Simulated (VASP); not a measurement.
```xyz
3
Lattice="0.0000 2.8303 2.8303 2.8303 0.0000 2.8303 2.8303 2.8303 0.0000" Properties=species:S:1:pos:R:3 pbc="T T T"
Li     1.4152     1.4152     1.4152
Li     4.2455     4.2455     4.2455
S      2.8303     2.8303     5.6607
```

Level of theory: TPSS meta-GGA, VASP's PBE PAW potentials (set 64) (plane waves; VASP). Run with 520 eV cut-off, 8×8×8 Γ-centred mesh, tetrahedra with Blöchl corrections, potentials Li_sv S.

**Question.** What does the run give for the energy per atom (σ→0), band gap (over mesh and band path) with the smallest direct gap where there is one?

**Answer.** 
The band gap (over mesh and band path) is 3.42 eV and the smallest direct gap (over mesh and band path) is 4.51 eV. The energy per atom (σ→0) is -6.275 eV/atom.

Only differences to runs with the same potentials and settings are physical.

The compound is Li2S in the antifluorite structure. It was relaxed first.
